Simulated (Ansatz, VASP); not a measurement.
## Al2CoO4 in two plane-wave programs

Aim: how closely do two programs agree when they are given the same cell, functional and k mesh? The structure shown is the end of the Ansatz relaxation below.

Main program and level: Ansatz 0.2.0; plane waves, with VASP 6.6.1 beside it; PBEsol.

## Step 1: Set-up

Symmetry: R-3m, No. 166, trigonal system. The conventional cell has a = 5.712 Å, b = 5.712 Å, c = 14.021 Å, α = 90.00°, β = 90.00°, γ = 120.00°. Nearest to Al lie 6 O at 1.91 to 1.92 Å. Al has 6 O at 1.92 Å nearest. Co has 4 O at 1.94 to 1.95 Å nearest. Nearest to O lie 3 Al at 1.92 Å and 1 Co at 1.95 Å. O has 3 Al at 1.91 Å and 1 Co at 1.94 Å nearest. Farther neighbours and most contacts between anions are not listed.

## Step 2: Ansatz: relaxation, PBEsol

Ansatz runs on its PAW soft_1 files.

This run makes the geometry at which the two programs are then compared.

Contents of input.yaml:

```yaml
crystal:
  lattice:
    - [4.0393096945, 0.0, -4.0393096945]
    - [4.0393096945, -4.0393096945, 0.0]
    - [-4.0499413426, -4.0499413426, -8.0892510371]
  atoms:
    - { symbol: Al, position: [0.625, 0.9375, 0.8125] }
    - { symbol: Al, position: [0.625, 0.4375, 0.3125] }
    - { symbol: Al, position: [0.625, 0.4375, 0.8125] }
    - { symbol: Al, position: [0.625, 0.9375, 0.3125] }
    - { symbol: Al, position: [0.125, 0.4375, 0.8125] }
    - { symbol: Al, position: [0.125, 0.9375, 0.3125] }
    - { symbol: Al, position: [0.6250000016, 0.1874999992, 0.5624999976] }
    - { symbol: Al, position: [0.6249999984, 0.6875000008, 0.0625000024] }
    - { symbol: Co, position: [-0.0007644704, 0.5003822352, 0.5011467056], spin: -2.53 }
    - { symbol: Co, position: [-0.000764465, 0.0003822325, 0.0011466976], spin: 2.53 }
    - { symbol: Co, position: [0.2507644704, 0.3746177648, 0.1238532944], spin: -2.53 }
    - { symbol: Co, position: [0.250764465, 0.8746177675, 0.6238533024], spin: 2.53 }
    - { symbol: O, position: [0.3887413792, 0.5281134638, 0.6944037779] }
    - { symbol: O, position: [0.3887413801, 0.0281134605, 0.1944037793] }
    - { symbol: O, position: [0.8608251207, 0.0695874397, 0.208762319] }
    - { symbol: O, position: [0.8608251134, 0.5695874433, 0.7087623299] }
    - { symbol: O, position: [0.8337096859, 0.0831451571, 0.6944037779] }
    - { symbol: O, position: [0.8337096811, 0.5831451594, 0.1944037793] }
    - { symbol: O, position: [0.3887413792, 0.0831451571, 0.6944037779] }
    - { symbol: O, position: [0.3887413801, 0.5831451594, 0.1944037793] }
    - { symbol: O, position: [0.8612586199, 0.2918548406, 0.4305962207] }
    - { symbol: O, position: [0.8612586208, 0.7918548429, 0.9305962221] }
    - { symbol: O, position: [0.4162903189, 0.2918548406, 0.4305962207] }
    - { symbol: O, position: [0.4162903141, 0.7918548429, 0.9305962221] }
    - { symbol: O, position: [0.3891748866, 0.3054125567, 0.9162376701] }
    - { symbol: O, position: [0.3891748793, 0.8054125603, 0.416237681] }
    - { symbol: O, position: [0.8612586199, 0.8468865395, 0.4305962207] }
    - { symbol: O, position: [0.8612586208, 0.3468865362, 0.9305962221] }
kpoints:
  mp_grid: { grid: [6, 6, 8] }
hamiltonian:
  xc: pbesol
  pseudopotentials: { kind: paw, azcp: { folder: soft_1 }, xc_functional: pbe }
scf:
  occupations: { method: gaussian, width: 0.02 }
output:
  forces: true
  stress: true
  eigenvalues: true
  populations: true
magnetization:
  spin_polarized: true
relax:
  adjacent_minimum: "off"
  f_tol: 0.001
  max_steps: 60
  cell: { stress_tol: 0.01 }
```

On the command line:

```bash
$ ansatz run input.yaml --threads 16 --pin off --max-ram 61440MiB --backend cuda --events-out ev --progress --plain --runs-dir out --max-vram 78GiB
```

Numbers of over 12 decimals in the logs are rounded to 6 here.

The program printed:

```text
Warning: crystal.symmetry: narrowed to the stabiliser of the k-point mesh — unitary ops 12 → 4; excluded 8 operations that carry a point of the 6×6×8 mesh (shift [0, 0, 0]) off the mesh (the run samples exactly the mesh kpoints.mp_grid names, as under crystal.symmetry.detect: false, and its converged state has the mesh's symmetry, not the crystal's; ε∞, the Born charges and the force constants of a linear response (`dielectric:` by the response, `phonons.method: dfpt`) are averaged over those of the crystal's operations that the state keeps within a tolerance, where `mesh_tensors`, `unaveraged_element` or `gamma_mean_max_change_ev_ang2` stands beside them; [rest of the remark cut]
Engine: ansatz 0.2.0, aarch64-unknown-linux-gnu
Pseudopotentials: kind: paw
Pseudopotential: Al, paw, valence charge 3, recommended cutoff 420 eV (normal), soft_1/Al.paw.azcp
Pseudopotential: Co, paw, valence charge 17, recommended cutoff 420 eV (normal), soft_1/Co.paw.azcp
Pseudopotential: O, paw, valence charge 6, recommended cutoff 420 eV (normal), soft_1/O.paw.azcp
Functional definition: PBEsol
  exchange = pbesol_x
  correlation = pbesol_c
[...]
Crystal: 28 atoms, lattice volume = 264.142 Å³
Basis set: ecut = 420 eV, 5179 PW (Γ), exchange–correlation on 80×80×144 points (8 copies of the dense FFT grid, shifted against one another)
Bands: 128, of which v1, the nominal top of the filled ones, is band 94 counted from 1 (93 counted from 0)
Symmetry: 4 space group operations
k-points: 89 of 288
Non-local potential: Al, projectors of the file, l = 0: 2, l = 1: 2, l = 2: 1
Non-local potential: Co, projectors of the file, l = 0: 3, l = 1: 2, l = 2: 3, l = 3: 1
Non-local potential: O, projectors of the file, l = 0: 2, l = 1: 2, l = 2: 1
PAW form: soft (Blöchl's): semilocal exchange-correlation on the pseudo side does not see the compensation charge
PAW frozen core: Al, regenerated for the run's functional, and the local potential with it (the file was generated under x = pbe(κ = 0.804, μ = 0.219515), c = pbe(β = 0.066725))
PAW frozen core: Co, regenerated for the run's functional, and the local potential with it (the file was generated under x = pbe(κ = 0.804, μ = 0.219515), c = pbe(β = 0.066725))
PAW frozen core: O, regenerated for the run's functional, and the local potential with it (the file was generated under x = pbe(κ = 0.804, μ = 0.219515), c = pbe(β = 0.066725))
PAW one-centre angular grid: Al, 110 points (default); XC on 64 Gauss nodes
PAW one-centre angular grid: Co, 590 points (default); XC on 64 Gauss nodes
PAW one-centre angular grid: O, 110 points (default); XC on 64 Gauss nodes
Initial density: superposition of atomic densities (chi_scale 0.1, normalization cell, long waves kept (reshape's long-wave potential 0.22 eV rms))
Starting moments: Σ|m| = 10.12 μB on 4 of 28 sites
Initial wavefunctions: pseudopotential atomic-orbital guess
[...]
Functional: x = pbesol(κ = 0.804, μ = 0.123457), c = pbesol(β = 0.046)
the translation (0, 0.5, 0.5) carries every atom to within crystal.symmetry.tolerance of an atom of its element with the starting moment reversed, but both spin channels are solved: the dense algebra is the device's
SCF iter   1: F=—  HF=-33576.872664 eV  |F-HF|=—  |Δ(HF+E_count)|=         —  Δρ=1.05e-1 (↑1.05e-1 ↓1.05e-1)  dr2=9.27e1  dr2_m=1.06e0  M=0.000 μB ∫|m|=11.142 μB  β_m=0.30  ethr=3.10e-3  ⟨swp⟩=6.0  Hψ=87405  notcnv=0  defer=1131
Mixer restart at iter 1: flushing history
preconditioner: auto → Resta (q_TF=auto, 2.578 Å⁻¹)  ε∞=4.8  [insulator: Δε(μ)=0.344 eV  Ē_g=14.733 eV  σ=0.020 eV  W_gap=1.00  n_scr=72 (ndim 8)  ℏωp=28.5 eV  f_vac=0.000  D(μ)=0.00/eV (n_scr^D=0)  ε∞_Penn≈4.8]
spin=Collinear: Resta preconditioning applied to the charge; magnetization (m = ρ↑ − ρ↓) channel mixes plain (no charge-response kernel on spin).
[...]
SCF 1 converged in 13 iterations: F = -33568.031292 eV  dr2 = 8.12e-9
[...]
relax step   1: F+E_penalty+E_count = -33568.03129204 eV  Δ(F+E_penalty+E_count) = +0.000e0 eV  max|allowed force component| = 2.802e-3 eV/Å  Δτ_max = 0.0000 Å  P = +0.004 GPa  Ω = 264.142 Å³  (13 SCF iters, dr2 threshold 1.00e-7 eV, accepted)
[...]
relax step   2: F+E_penalty+E_count = -33568.03128468 eV  Δ(F+E_penalty+E_count) = +7.356e-6 eV  max|allowed force component| = 1.921e-3 eV/Å  Δτ_max = 0.0003 Å  P = +0.001 GPa  Ω = 264.147 Å³  energy of the carried Pulay correction = -1.349e-5 eV  (7 SCF iters, dr2 threshold 4.91e-10 eV, accepted)
[...]
relax step   3: F+E_penalty+E_count = -33568.03128593 eV  Δ(F+E_penalty+E_count) = -1.254e-6 eV  max|allowed force component| = 2.883e-4 eV/Å  Δτ_max = 0.0005 Å  P = +0.001 GPa  Ω = 264.147 Å³  energy of the carried Pulay correction = -1.618e-5 eV  (6 SCF iters, dr2 threshold 2.31e-10 eV, accepted)
[...]
relax step   4: F+E_penalty+E_count = -33568.03131157 eV  Δ(F+E_penalty+E_count) = -2.563e-5 eV  max|allowed force component| = 2.896e-4 eV/Å  Δτ_max = 0.0000 Å  P = +0.001 GPa  Ω = 264.147 Å³  stress off target by 4.23e-3 GPa  SCF on the basis re-selected at this cell (its energy is not comparable with the rows above)  (6 SCF iters)
[...]
SCF converged after 6 iterations
[...]
--- Relaxed structure (3 steps of the walk, 3 accepted, 1 SCFs on fresh bases) ---
  F+E_penalty+E_count = -33568.03131157 eV   max|allowed force component| = 2.896e-4 eV/Å   (the final SCF, on the basis selected at the relaxed cell)
  cell:  # Å, volume = 264.1474 Å³
    - [4.039166, -9.543307847374423e-7, -4.039162]
    - [4.039167, -4.039167, 0.0]
    - [-4.050483, -4.050483, -8.089642]
  atoms:
    - { symbol: Al, position: [0.625000, 0.937500, 0.812500] }
    - { symbol: Al, position: [0.625000, 0.437500, 0.3125] }
    - { symbol: Al, position: [0.625000, 0.437500, 0.812500] }
    - { symbol: Al, position: [0.625, 0.9375, 0.312500] }
    - { symbol: Al, position: [0.125000, 0.437500, 0.812500] }
    - { symbol: Al, position: [0.125000, 0.937500, 0.3125] }
    - { symbol: Al, position: [0.625000, 0.187500, 0.562500] }
    - { symbol: Al, position: [0.625000, 0.687500, 0.062500] }
    - { symbol: Co, position: [-0.000819634, 0.500410, 0.501229] }
    - { symbol: Co, position: [-0.000819626, 0.000409813, 0.00122923] }
    - { symbol: Co, position: [0.250820, 0.374590, 0.123771] }
    - { symbol: Co, position: [0.250820, 0.874590, 0.623771] }
    - { symbol: O, position: [0.388731, 0.528131, 0.694408] }
    - { symbol: O, position: [0.388731, 0.028131, 0.194408] }
    - { symbol: O, position: [0.860796, 0.069602, 0.208806] }
    - { symbol: O, position: [0.860796, 0.569602, 0.708806] }
    - { symbol: O, position: [0.833723, 0.083139, 0.694408] }
    - { symbol: O, position: [0.833723, 0.583138, 0.194408] }
    - { symbol: O, position: [0.388731, 0.083139, 0.694408] }
    - { symbol: O, position: [0.388731, 0.583139, 0.194408] }
    - { symbol: O, position: [0.861269, 0.291861, 0.430592] }
    - { symbol: O, position: [0.861269, 0.791861, 0.930592] }
    - { symbol: O, position: [0.416277, 0.291862, 0.430592] }
    - { symbol: O, position: [0.416277, 0.791861, 0.930592] }
    - { symbol: O, position: [0.389204, 0.305398, 0.916194] }
    - { symbol: O, position: [0.389204, 0.805398, 0.416194] }
    - { symbol: O, position: [0.861269, 0.846869, 0.430592] }
    - { symbol: O, position: [0.861269, 0.346869, 0.930592] }
--- Löwdin populations: 28 sites ---
  site symbol       q [e]    m [muB]
     0     Al      1.8198     0.0006
     1     Al      1.8198    -0.0006
     2     Al      1.8198     0.0006
     3     Al      1.8198    -0.0006
     4     Al      1.8198     0.0006
     5     Al      1.8198    -0.0006
     6     Al      1.8219     0.0000
     7     Al      1.8219     0.0000
     8     Co     15.7759    -2.5222
     9     Co     15.7759     2.5222
    10     Co     15.7759    -2.5222
    11     Co     15.7759     2.5222
    12      O      6.8149     0.0933
    13      O      6.8149    -0.0933
    14      O      6.8133     0.0829
    15      O      6.8133    -0.0829
    16      O      6.8149     0.0933
    17      O      6.8149    -0.0933
    18      O      6.8149     0.0933
    19      O      6.8149    -0.0933
    20      O      6.8149    -0.0933
    21      O      6.8149     0.0933
    22      O      6.8149    -0.0933
    23      O      6.8149     0.0933
    24      O      6.8133    -0.0829
    25      O      6.8133     0.0829
    26      O      6.8149    -0.0933
    27      O      6.8149     0.0933
  spilling = 0.006925 (of n_electrons = 188.000000)
```

[end of part 1 of 3]

[Lines on the potential files, build, host, timing and source positions are cut from VASP's logs without a mark.]

[Logs are printed without paths, hosts, clocks, repeated set-up lines and the standing remarks that a program may print on its own settings, such as how far it seeks lower states.]

[Hosts, paths, dates, database ids (printed as entryN), source tags and the programs' standing remarks are cut or masked in the printed files.]
